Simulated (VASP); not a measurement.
Here is the system:

```
BaBiO3
1.0
    4.32567     0.00000     0.00000
    0.00000     4.32567     0.00000
    0.00000     0.00000     4.32567
Ba Bi O
1 1 3
Cartesian
  2.16284   2.16284   2.16284
  0.00000   0.00000   0.00000
  0.00000   2.16284   0.00000
  2.16284   0.00000   0.00000
  0.00000   0.00000   2.16284
```

These are LDA (Ceperley-Alder, Perdew-Zunger), VASP's LDA PAW potentials (set 64) (plane waves; VASP 6.6.1) values and carry that method's errors. Numerical set-up: 520 eV cut-off, 7×7×7 Γ-centred mesh, first-order Methfessel-Paxton smearing of 0.10 eV, potentials Ba_sv Bi_d O.

Unless said otherwise, spin-orbit coupling is left out, though it shifts the bands of the heavy elements here.

Q: Estimate the energy per atom (σ→0), band gap (on the k-mesh) with the smallest direct gap where there is one.

A: 
```
Quantity                                                     Value
------------------------  ----------------------------------------
band gap (on the k-mesh)  none (metal, semimetal or under 0.01 eV)
energy per atom (σ→0)                               -6.660 eV/atom
```

Total energies compare only between runs with the same potentials, cut-off and functional.

The structure comes from a computed database's BaBiO3 entry (Pm-3m); how it stands against other phases isn't given here. It was relaxed first, which changed the volume by -7 %. The start is the result of an earlier pass. The electron count is odd and the run is not spin-polarised, which forces a metal.
